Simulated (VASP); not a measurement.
A convergence study with VASP on CsPbBr₃ (cubic perovskite): one setting is varied, all else stays as given below, so the limit is that of these other settings. Each run relaxes cell and ions; the cell shown is the tightest run's result. The basis is that of the starting cell, so low cut-offs carry a Pulay error.

```
CsPbBr3
1.0
    5.97788     0.00000     0.00000
    0.00000     5.97788     0.00000
    0.00000     0.00000     5.97788
Cs Pb Br
1 1 3
Direct
  0.00000   0.00000   0.00000
  0.50000   0.50000   0.50000
  0.50000   0.00000   0.50000
  0.00000   0.50000   0.50000
  0.50000   0.50000   0.00000
```

Level of theory: PBE GGA, VASP's PBE PAW potentials (set 64) (plane waves; VASP). The tightest run used: 700 eV cut-off, 3×3×3 Γ-centred mesh, Gaussian smearing of 0.050 eV, potentials Cs_sv Pb_d Br.

The reference is ENCUT = 700, which took about 80 core-seconds. Costs are core time on shared hosts, one run each; read them as rough ratios.

Q: Of the settings ENCUT = 200; ENCUT = 250; ENCUT = 300; ENCUT = 350; ENCUT = 400; ENCUT = 450; ENCUT = 500; ENCUT = 550; ENCUT = 600; ENCUT = 650; ENCUT = 700, which is the lowest that keeps the difference from the reference in relaxed volume (Å³/atom) within 0.1 from there on, and what does it cost?

A: ENCUT = 450; its cost over the reference is about 1/2.
| setting | difference in relaxed volume (Å³/atom) | cost over the reference |
|---|---|---|
| ENCUT = 200 | 4.835 | about 1/3 |
| ENCUT = 250 | 0.561 | about 1/4 |
| ENCUT = 300 | 0.236 | about 1/3 |
| ENCUT = 350 | 0.305 | about 1/3 |
| ENCUT = 400 | 0.136 | about 1/2 |
| ENCUT = 450 | 0.042 | about 1/2 |
| ENCUT = 500 | 0.029 | within a factor of 2 |
| ENCUT = 550 | 0.024 | within a factor of 2 |
| ENCUT = 600 | 0.009 | within a factor of 2 |
| ENCUT = 650 | 0.002 | within a factor of 2 |
| ENCUT = 700 | 0.000 | reference |

Left out are rungs that failed or repeat a setting and relaxations that didn't move; long series are thinned to 24 rows.

The compound is CsPbBr3 in the cubic perovskite structure, the ideal cubic form; the compound distorts at low or room temperature.
